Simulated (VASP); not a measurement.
OSZICAR of a VASP run on Zn36O36:

### OSZICAR
```
       N       E                     dE             d eps       ncg     rms          rms(c)
DAV:   1    -0.319946077608E+03   -0.31995E+03   -0.61242E-06   688   0.596E-03    0.198E-02
RMM:   2    -0.319946077457E+03    0.15101E-06   -0.10345E-06   560   0.242E-03    0.197E-02
RMM:   3    -0.319946077476E+03   -0.18379E-07   -0.12371E-07   466   0.807E-04    0.196E-02
RMM:   4    -0.319946077435E+03    0.40774E-07   -0.33728E-08   381   0.483E-04
   1 F= -.31994608E+03 E0= -.31994608E+03  d E =-.111943E-10
```

Problem. Which electronic solver shows in the log?

Solution. It is blocked Davidson (ALGO = Normal, or the opening steps of other solvers) and then RMM-DIIS (ALGO = Fast or VeryFast). The INCAR had ALGO = Fast.

Problem. Can the final energy be trusted as converged?

Solution. The calculation finished and met its thresholds. It stopped with EDIFF = 1E-6, NELM = 100 (PBE GGA, plane waves, VASP's PBE PAW potentials (set 64)).  The supercell is sampled at Γ alone, which is coarse: total energies, pressure and levels can be off, energies of defects by several tenths of an eV.

The cell is a supercell, built from ZnO (wurtzite).
